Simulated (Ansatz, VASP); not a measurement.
## MgTi: VASP beside Ansatz

```
Mg Ti
1.0
     2.89434    0.00000    0.00000
    -1.44717    2.50657    0.00000
     0.00000    0.00000    5.25892
Mg Ti
1 1
Direct
  0.00000 0.00000 0.00000
  0.66667 0.33333 0.50000
```

Alike in both runs: task single point; functional LDA; k mesh 13 × 13 × 6; occupations fermi-dirac, width 0.03 eV; collinear spin.

|  | VASP | Ansatz |
| --- | --- | --- |
| version | VASP 6.6.1 | Ansatz 0.2.0 |
| potentials or method | VASP PAW LDA potentials, release 64 (Mg, Ti_sv) | PAW with Ansatz's default frozen-core files, scalar-relativistic |
| plane-wave cutoff (eV) | 520 | 420 |
| valence electrons in the cell | 14 | 22 |

Ansatz gave:

| Quantity | Value |
| --- | --- |
| pressure (GPa) | -4.8 |
| largest component of the traceless stress (GPa) | 0.06 |
| net moment per atom (μB) | 0.00 |

Task: What did VASP give for the same quantities?

Result: Pressure (GPa): -5.4; largest component of the traceless stress (GPa): 0.06; net moment per atom (μB): 0.00.

The two sets of potentials don't hold the same shells in valence. Ansatz warned: «seeded_moment_not_kept».
